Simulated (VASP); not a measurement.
Consider the following.

```yaml
crystal:
  lattice:
    - [0.00000, 2.38021, 2.38021]
    - [2.38021, 0.00000, 2.38021]
    - [2.38021, 2.38021, 0.00000]
  atoms:
    - { symbol: B, position: [0.00000, 0.00000, 0.00000] }
    - { symbol: As, position: [0.25000, 0.25000, 0.25000] }
```

Method: optB86b-vdW, VASP's PBE PAW potentials (set 64) (plane waves; VASP). Run with 520 eV cut-off, 9×9×9 Γ-centred mesh, Gaussian smearing of 0.050 eV, potentials B As.

Q: Predict the energy per atom (σ→0), pressure.

A: 
The energy per atom (σ→0) comes out as -4.675 eV/atom and the pressure comes out as 4.35 GPa.

Total energies compare only between runs with the same potentials, cut-off and functional.

The compound is BAs in the zinc blende structure. This cell is one point of a volume scan, at 0.97 of the reference volume.
